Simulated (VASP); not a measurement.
Here is the system:

```
CELL_PARAMETERS angstrom
      0.00000     3.04600     3.04600
      3.04600     0.00000     3.04600
      3.04600     3.04600     0.00000
ATOMIC_POSITIONS crystal
  Dy 0.00000 0.00000 0.00000
  Te 0.50000 0.50000 0.50000
```

Computed with PBEsol GGA, VASP's PBE PAW potentials (set 64) (plane waves; VASP 6.6.1). Numerical set-up: 400 eV cut-off, 7×7×7 Γ-centred mesh, Gaussian smearing of 0.050 eV, potentials Dy_3 Te.

The 4f electrons are frozen in the core of the lanthanide potential, so 4f levels, which can set the real gap, and their magnetism are missing.

### Question
The ions, cell shape and volume are relaxed. Give the cell that the relaxation ends in.

### Answer

```
CELL_PARAMETERS angstrom
      0.00000     3.03151     3.03151
      3.03151     0.00000     3.03151
      3.03151     3.03151     0.00000
ATOMIC_POSITIONS crystal
  Dy 0.00000 0.00000 0.00000
  Te 0.50000 0.50000 0.50000
```
Space group Fm-3m (225), at a tolerance of 0.03 Å.

### Question
How do energy and volume change from the first to the last step?

### Answer
The energy (σ→0) changes by -1.3 meV/atom and the volume by -1.4 %, in 3 ionic steps.

The structure comes from a measured DyTe entry (Fm-3m) of the Crystallography Open Database, whose conditions weren't checked. This run relaxes it. Symmetry was kept, so distortions that lower it aren't found. The electron count is odd and the run is not spin-polarised, which forces a metal.
